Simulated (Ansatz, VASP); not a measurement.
# One calculation of Zn2SbO3, two programs

```
Zn Sb O
1.0
     6.24652    0.00000    0.00000
    -3.12326    5.40965    0.00000
     0.00000    0.00000    3.36378
Zn Sb O
2 1 3
Direct
  0.33333 0.66667 0.00000
  0.66667 0.33333 0.00000
  0.00000 0.00000 0.00000
  0.50000 0.00000 0.00000
  0.00000 0.50000 0.00000
  0.50000 0.50000 0.00000
```

Alike in both runs: functional PBE; k mesh 6 × 6 × 4; occupations gaussian, width 0.1 eV; no spin polarisation.

Ansatz relaxed the structure, and its values are those at the end. VASP's run is a single point on that final structure, the one shown.

|  | VASP | Ansatz |
| --- | --- | --- |
| version | VASP 6.6.1 | Ansatz 0.2.0 |
| potentials or method | VASP PAW PBE potentials, release 64 (Zn, Sb, O) | scalar-relativistic, plane waves, PAW |
| plane-wave cutoff (eV) | 520 | 420 |
| valence electrons in the cell | 47 | 57 |

|  | VASP | Ansatz | Ansatz less VASP |
| --- | --- | --- | --- |
| gap on the k mesh at the Fermi level (eV) | none | none | - |
| pressure (GPa) | 0.6 | 0.1 | -0.57 |

A gap of «none» marks a metal or a gap that the smearing closes. The two sets of potentials don't hold the same shells in valence.

Caveats: the k mesh is coarse (spacing up to 0.47 Å⁻¹), so the values aren't converged; an odd number of electrons without spin polarisation forces a metal; a magnetic or distorted state may lie lower. The runs have no spin-orbit coupling, so splittings on Sb are missing.
